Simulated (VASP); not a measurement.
Input:

```yaml
crystal:
  lattice:
    - [0.00000, 2.90851, 2.90851]
    - [2.90851, 0.00000, 2.90851]
    - [2.90851, 2.90851, 0.00000]
  atoms:
    - { symbol: Ca, position: [0.00000, 0.00000, 0.00000] }
    - { symbol: Se, position: [0.50000, 0.50000, 0.50000] }
```

Computed with PBEsol GGA, VASP's PBE PAW potentials (set 64) (plane waves; VASP). Settings: 520 eV cut-off, 8×8×8 Γ-centred mesh, Gaussian smearing of 0.050 eV, potentials Ca_sv Se.

### Question
The job: CaSe (rock salt), 2 atoms, PBEsol, static run, 520 eV, 8×8×8 Γ-centred mesh. Roughly how much core time does it take on a busy server core?

### Answer
About 10 core-seconds (one run on a shared machine, a rough figure). It had 29 irreducible k-points, 12 bands, up to 1363 plane waves and 13 electronic steps.

The compound is CaSe in the rock salt structure. This cell is one point of a volume scan, at 0.97 of the reference volume.
